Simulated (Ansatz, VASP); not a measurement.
**SiGe4W: VASP beside Ansatz**

```
Si Ge W
1.0
     3.15645    0.00000    0.00000
     0.00000    3.15645    0.00000
     0.00000    0.00000   11.19809
Si Ge W
1 4 1
Direct
  0.00000 0.00000 0.50000
  0.50000 0.50000 0.36274
  0.50000 0.50000 0.86800
  0.50000 0.50000 0.13200
  0.50000 0.50000 0.63726
  0.00000 0.00000 0.00000
```

Change from the starting cell: species swapped into the MnFeSi4 type (P4/mmm, No. 123).

Alike in both runs: functional PBE; k mesh 6 × 6 × 2; occupations gaussian, width 0.1 eV; no spin polarisation.

Ansatz relaxed the structure, and its values are those at the end. VASP's run is a single point on that final structure, the one shown.

```csv
,VASP,Ansatz
version,VASP 6.6.1,Ansatz 0.2.0
potentials or method,"VASP PAW PBE potentials, release 64 (Si, Ge_d, W_sv)","scalar-relativistic, plane waves, PAW"
plane-wave cutoff (eV),520,420
valence electrons in the cell,74,74
```

```tsv
	VASP	Ansatz	Ansatz less VASP
gap on the k mesh at the Fermi level (eV)	none	none	-
pressure (GPa)	0.3	0.3	-0.08
rms of the force components (eV/Å)	0.007	0.012	+0.0052
```

A gap of «none» marks a metal or a gap that the smearing closes.

The runs have no spin-orbit coupling, so splittings on W are missing.
